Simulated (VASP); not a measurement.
# A VASP study of HfCu (revPBE): structure first, properties next

Aim: relax HfCu, then compute properties on the relaxed cell. The steps: relaxing cell and atoms (revPBE), second relaxation, density, ELF and potential (revPBE), band structure (revPBE), total and projected DOS (revPBE) and zone-centre phonons (revPBE). The cell is invented: it takes the structure of a Materials Project entry for FeRu (space group 187 there), with all of its atoms replaced by other elements, volume scaled by an estimate. It may not be a known or stable phase. Left out of this account: 1 further run (relaxation: a spoilt try).

Calculated with VASP 6.6.1; revPBE; plane waves and PAW (Hf_pv, Cu); invented cell.

## (1) The starting structure

Before any relaxation, the start is as follows. It takes space group P-6m2 (No. 187, hexagonal). The conventional cell has a = 2.972 Å, b = 2.972 Å, c = 4.577 Å, α = 90.00°, β = 90.00°, γ = 120.00°. Nearest to Hf lie 6 Cu at 2.86 Å and 6 Hf at 2.97 Å. Nearest to Cu lie 6 Hf at 2.86 Å and 6 Cu at 2.97 Å. It derives from FeRu. it takes the structure of a Materials Project entry for FeRu (space group 187 there), with all of its atoms replaced by other elements, volume scaled by an estimate. Farther neighbours are not listed.

Coordinates:

```
Hf Cu
1.0
     2.97173    0.00000    0.00000
    -1.48587    2.57360    0.00000
     0.00000    0.00000    4.57682
Hf Cu
1 1
Direct
  0.66667 0.33333 0.00000
  0.00000 0.00000 0.50000
```

## (2) Relaxing cell and atoms (revPBE)

Properties are meant for the cell that this level of theory prefers, so cell and atoms are relaxed first (ISIF = 3) until forces and stress are small; EDIFFG sets the threshold. revPBE by itself binds more weakly than PBE and expands cells; dispersion terms fitted to it are the larger for that.

File INCAR:

```
SYSTEM = HfCu
PREC = Accurate
ENCUT = 400
EDIFF = 1E-06
NELM = 100
ISMEAR = -1
SIGMA = 0.05
LREAL = .FALSE.
ALGO = Normal
GGA = RE
NBANDS = 16
LORBIT = 11
LWAVE = .FALSE.
LCHARG = .FALSE.
IBRION = 2
NSW = 60
ISIF = 3
EDIFFG = -0.01
```

File POSCAR:

```
HfCu
1.0
    2.9717350000      0.0000000000      0.0000000000
   -1.4858680000      2.5735980000      0.0000000000
    0.0000000000      0.0000000000      4.5768240000
Hf Cu
1 1
Direct
    0.6666666700      0.3333333300      0.0000000000
    0.0000000000      0.0000000000      0.5000000000
```

File KPOINTS:

```
Automatic mesh
0
Gamma
10 10 6
0 0 0
```

Potentials, in the order of the species: Hf_pv and Cu (PBE family, release 64).

Run with:

```console
$ mpirun -np 1 vasp_std
```

The program printed:

```text
[banner, memory and clock lines left out]
running    1 mpi-ranks, on    1 nodes
 distrk:  each k-point on    1 cores,    1 groups
 distr:  one band on    1 cores,    1 groups

 POSCAR found type information on POSCAR HfCu
 POSCAR found :  2 types and       2 ions
|                                                                             |
|               ----> ADVICE to this user running VASP <----                  |
|                                                                             |
|     You enforced a specific xc type in the INCAR file but a different       |
|     [... a line on the potential file left out ...]
|     I HOPE YOU KNOW WHAT YOU ARE DOING!                                     |
|                                                                             |

 LDA part: xc-table for (Slater+PW92), standard interpolation
 POSCAR, INCAR and KPOINTS ok, starting setup
 FFT: planning ... GRIDC
 FFT: planning ... GRID_SOFT
 FFT: planning ... GRID
 WAVECAR not read
 entering main loop
       N       E                     dE             d eps       ncg     rms          rms(c)
DAV:   1     0.800718565249E+02    0.80072E+02   -0.93212E+03  1832   0.135E+03
DAV:   2    -0.116766498905E+02   -0.91749E+02   -0.88266E+02  2104   0.278E+02
DAV:   3    -0.146211746693E+02   -0.29445E+01   -0.28914E+01  2328   0.474E+01
DAV:   4    -0.146753815353E+02   -0.54207E-01   -0.54174E-01  2088   0.602E+00
DAV:   5    -0.146773649243E+02   -0.19834E-02   -0.19833E-02  2584   0.113E+00    0.608E+01
DAV:   6    -0.202186215908E+02   -0.55413E+01   -0.93161E+01  2040   0.224E+02    0.201E+01
DAV:   7    -0.126964838480E+02    0.75221E+01   -0.35390E+01  2328   0.913E+01    0.172E+01
DAV:   8    -0.127519101014E+02   -0.55426E-01   -0.68764E-01  2376   0.641E+00    0.766E+00
DAV:   9    -0.125808611220E+02    0.17105E+00   -0.82689E-01  2232   0.211E+01    0.104E+00
DAV:  10    -0.125991383564E+02   -0.18277E-01   -0.13843E-01  1936   0.923E+00    0.138E+00
DAV:  11    -0.125788640982E+02    0.20274E-01   -0.95489E-02  1968   0.756E+00    0.349E-01
DAV:  12    -0.125788023199E+02    0.61778E-04   -0.38910E-03  2808   0.742E-01    0.237E-01
DAV:  13    -0.125792185742E+02   -0.41625E-03   -0.10037E-03  2496   0.696E-01    0.326E-01
DAV:  14    -0.125787621251E+02    0.45645E-03   -0.14796E-03  2328   0.943E-01    0.136E-01
DAV:  15    -0.125787707850E+02   -0.86599E-05   -0.58866E-05  2632   0.812E-02    0.450E-02
DAV:  16    -0.125787713358E+02   -0.55081E-06   -0.66452E-07  1224   0.757E-03
   1 F= -.12578771E+02 E0= -.12571469E+02  d E =-.125788E+02
 curvature:   0.00 expect dE= 0.000E+00 dE for cont linesearch  0.000E+00
 trial: gam= 0.00000 g(F)=  0.169E-44 g(S)=  0.300E-01 ort = 0.000E+00 (trialstep = 0.100E+01)
 search vector abs. value=  0.300E-01
 bond charge predicted
       N       E                     dE             d eps       ncg     rms          rms(c)
DAV:   1    -0.129233722805E+02   -0.34460E+00   -0.63489E+00  1968   0.467E+01    0.580E+00
DAV:   2    -0.129917429629E+02   -0.68371E-01   -0.36751E+00  2200   0.464E+01    0.681E+00
DAV:   3    -0.126384948686E+02    0.35325E+00   -0.22148E+00  2152   0.344E+01    0.170E+00
DAV:   4    -0.126025239140E+02    0.35971E-01   -0.13284E-01  2456   0.790E+00    0.509E-01
DAV:   5    -0.126016155489E+02    0.90837E-03   -0.59229E-03  2664   0.116E+00    0.338E-01
DAV:   6    -0.126010920821E+02    0.52347E-03   -0.68454E-04  2816   0.516E-01    0.951E-02
DAV:   7    -0.126010928703E+02   -0.78815E-06   -0.66539E-05  2752   0.723E-02    0.122E-02
DAV:   8    -0.126010930051E+02   -0.13483E-06   -0.15111E-06  1704   0.168E-02
   2 F= -.12601093E+02 E0= -.12592891E+02  d E =-.223217E-01
[...]
3 F= -.12603707E+02 E0= -.12595297E+02  d E =-.249357E-01
[...]
4 F= -.12604014E+02 E0= -.12595554E+02  d E =-.252431E-01
[...]
5 F= -.12610187E+02 E0= -.12602045E+02  d E =-.617214E-02
[...]
6 F= -.12610188E+02 E0= -.12602048E+02  d E =-.617319E-02
 curvature:  -0.73 expect dE=-0.177E-03 dE for cont linesearch -0.418E-05
 ZBRENT: accuracy reached
 trial: gam= 0.07651 g(F)=  0.806E-44 g(S)=  0.243E-03 ort = 0.285E-03 (trialstep = 0.111E+01)
 search vector abs. value=  0.369E-03
 bond charge predicted
       N       E                     dE             d eps       ncg     rms          rms(c)
DAV:   1    -0.126145334552E+02   -0.43455E-02   -0.85668E-02  2120   0.498E+00    0.692E-01
DAV:   2    -0.126163659388E+02   -0.18325E-02   -0.59575E-02  2144   0.594E+00    0.751E-01
DAV:   3    -0.126106725161E+02    0.56934E-02   -0.24771E-02  2120   0.387E+00    0.143E-01
DAV:   4    -0.126103714211E+02    0.30110E-03   -0.88917E-04  2744   0.535E-01    0.589E-02
DAV:   5    -0.126103603285E+02    0.11093E-04   -0.35319E-05  2544   0.816E-02    0.354E-02
DAV:   6    -0.126103576371E+02    0.26914E-05   -0.43856E-06  2360   0.404E-02    0.547E-03
DAV:   7    -0.126103577600E+02   -0.12295E-06   -0.96171E-07  1144   0.127E-02
   7 F= -.12610358E+02 E0= -.12602237E+02  d E =-.170113E-03
 trial-energy change:   -0.000170  1 .order   -0.000174   -0.000293   -0.000056
 step:   1.4056(harm=  1.3655)  dis= 0.00000  next Energy=   -12.610365 (dE=-0.178E-03)
 reached required accuracy - stopping structural energy minimisation
```

It took 49 s on 1 MPI rank of Intel Xeon Platinum 8488C (Sapphire Rapids), shared host; peak memory 0.15 GiB.

Lines that name or quote the potential files are left out of all logs, and their timing lines are given in words.

Parts of OUTCAR (step 2):

```text
ion  position               nearest neighbor table
   1  0.667  0.333  0.000-   2 2.86   2 2.86   2 2.86   2 2.86   2 2.86   2 2.86
   2  0.000  0.000  0.500-   1 2.86   1 2.86   1 2.86   1 2.86   1 2.86   1 2.86

  LATTYP: Found a hexagonal cell.
 ALAT       =     2.9717350000
 C/A-ratio  =     1.5401184830

 Subroutine GETGRP returns: Found 12 space group operations
 (whereof 12 operations were pure point group operations)

The static configuration has the point symmetry D_3h.

 Found     56 irreducible k-points:

   k-points           NKPTS =     56   k-points in BZ     NKDIM =     56   number of bands    NBANDS=     16

   dimension x,y,z NGX =    20 NGY =   20 NGZ =   30
   dimension x,y,z NGXF=    40 NGYF=   40 NGZF=   60

   ENCUT  =  400.0 eV  29.40 Ry    5.42 a.u.   4.85  4.85  7.46*2*pi/ulx,y,z

   NELECT =      21.0000    total number of electrons

 k-points in reciprocal lattice and weights: Automatic mesh
   0.00000000  0.00000000  0.00000000       0.002
   0.10000000  0.00000000  0.00000000       0.010
   0.20000000  0.00000000  0.00000000       0.010
   0.30000000  0.00000000  0.00000000       0.010
   0.40000000 -0.00000000  0.00000000       0.010
   0.50000000  0.00000000  0.00000000       0.005
   0.10000000  0.10000000  0.00000000       0.010
   0.20000000  0.10000000  0.00000000       0.020
   0.30000000  0.10000000  0.00000000       0.020
[...]
0.40000000  0.20000000  0.50000000       0.010
   0.30000000  0.30000000  0.50000000       0.010

 average (electrostatic) potential at core
       1 -36.9507       2 -66.2283

 E-fermi :   5.4796

 k-point     1 :       0.0000    0.0000    0.0000
  band No.  band energies     occupation
    ...
      6       2.4587      2.00000
      7       2.4587      2.00000
      8       2.5905      2.00000
      9       2.5905      2.00000
     10       4.0806      2.00000
     11       6.4192      0.00000
     12       7.0627      0.00000
     13       7.0627      0.00000
     14      10.1490      0.00000
     15      10.1490      0.00000
    ...

 k-point     2 :       0.1000    0.0000    0.0000
  band No.  band energies     occupation
    ...
      6       2.4147      2.00000
      7       2.5083      2.00000
      8       2.5331      2.00000
      9       2.5684      2.00000
     10       4.2396      2.00000
     11       6.0892      0.00001
     12       6.7103      0.00000
     13       7.3759      0.00000
     14      10.0631      0.00000
     15      10.6133      0.00000
    ...

 k-point     3 :       0.2000    0.0000    0.0000
  band No.  band energies     occupation
    ...
      7       2.3694      2.00000
      8       2.5106      2.00000
      9       2.6410      2.00000
     10       4.6578      2.00000
     11       5.4727      1.06935
     12       6.1164      0.00001
     13       8.2836      0.00000
     14       9.8523      0.00000
     15      11.5874      0.00000
     16      13.4768      0.00000

  Total        0.0129547      0.0129547     -0.0003209     -0.0000000      0.0000000     -0.0000000
  in kB        0.5746883      0.5746883     -0.0142356     -0.0000001      0.0000000     -0.0000000
  external PRESSURE =       0.3783803 kB  Pullay stress =       0.0000000 kB

  energy-cutoff  :      400.00
  volume of cell :       36.12
      direct lattice vectors                 reciprocal lattice vectors
     3.070162395 -0.000000019 -0.000000000     0.325715671  0.188052095  0.000000000
    -1.535081731  2.658838634 -0.000000000     0.000000002  0.376104059  0.000000000
     0.000000000 -0.000000000  4.424382937     0.000000000  0.000000000  0.226020219

 POSITION                                       TOTAL-FORCE (eV/Angst)
 -----------------------------------------------------------------------------------
      1.53508      0.88628     -0.00000        -0.000000     -0.000000      0.000000
      0.00000     -0.00000      2.21219         0.000000      0.000000     -0.000000
 -----------------------------------------------------------------------------------
    total drift:                               -0.000009      0.000002     -0.000000

  FREE ENERGIE OF THE ION-ELECTRON SYSTEM (eV)
  ---------------------------------------------------
  free  energy   TOTEN  =       -12.6103577600 eV

  energy  without entropy=      -12.5941165646  energy(sigma->0) =      -12.60223716

 reached required accuracy - stopping structural energy minimisation

 total charge
# of ion       s       p       d       tot
------------------------------------------
    1        0.397   6.351   1.587   8.335
    2        0.494   0.313   9.112   9.920
--------------------------------------------------
tot          0.891   6.665  10.699  18.255

[... 3 further parts left out ...]
```

CONTCAR:

```
HfCu
   1.00000000000000
     3.0701623951527615   -0.0000000191601682   -0.0000000000000000
    -1.5350817307301674    2.6588386338808481   -0.0000000000000000
     0.0000000000000000   -0.0000000000000000    4.4243829369969205
  Hf              Cu
     1     1
Direct
     0.6666666699999979    0.3333333300000021    0.0000000000000000
     0.0000000000000000    0.0000000000000000    0.5000000000000000
```

This run has no spin polarisation. Its electron count is odd, so without a moment it is a metal by construction. The k-mesh is coarse for a metal. Harder data sets than Hf_pv exist (the GW ones), and pressures, volumes and forces can shift noticeably with them. The PAW data sets were made with PBE, which is usual practice but a small mismatch for other functionals. The run keeps the 12 symmetry operations of its start, so it cannot find a distortion of lower symmetry.

Step by step:

```
step  energy less that of the first step (eV)  largest force (eV/Å)  pressure (GPa)  volume (Å³)
   1                                   0.0000                0.0000            1.78        35.00
   2                                  -0.0223                0.0000           -0.05        35.99
   3                                  -0.0249                0.0000           -0.97        36.35
   4                                  -0.0252                0.0000           -1.31        36.50
   5                                  -0.0314                0.0000            0.28        36.01
   6                                  -0.0314                0.0000            0.22        36.01
   7                                  -0.0316                0.0000            0.04        36.12
```

```
conventional cell, symmetrised  before  after  change
                         a (Å)   2.972  3.070  +3.3 %
                         b (Å)   2.972  3.070  +3.3 %
                         c (Å)   4.577  4.424  -3.3 %
              volume (Å³/atom)   17.50  18.06  +3.2 %
```

The relaxed structure:

```xyz
2
Lattice="3.0702 0.0000 0.0000 -1.5351 2.6588 0.0000 0.0000 0.0000 4.4244" Properties=species:S:1:pos:R:3 pbc="T T T"
Hf    1.5351    0.8863    0.0000
Cu    0.0000    0.0000    2.2122
```

Numbers from this step:

| Item | Value |
| --- | --- |
| electrons | 21 |
| bands | 16 |
| irreducible k-points | 56 |
| symmetry operations | 12 |
| free energy (TOTEN) | -12.61 eV |
| energy at zero smearing | -12.60 eV |
| Fermi energy | 5.480 eV |
| pressure | 0.03784 GPa |
| metallic | yes |
| SCF cycles over all ionic steps | 57 |

It ends with forces that vanish by symmetry and a pressure of 0.04 GPa.

(Continued in part 2 of 4.)

[Lines on the potential files, build, host, timing and source positions are cut from VASP's logs without a mark.]

[Logs are printed without paths, hosts, clocks, repeated set-up lines and the standing remarks that a program may print on its own settings, such as how far it seeks lower states.]

[Hosts, paths, dates, database ids (printed as entryN), source tags and the programs' standing remarks are cut or masked in the printed files.]

[A measured line is paired with the nearest computed mode of its activity, which favours agreement.]
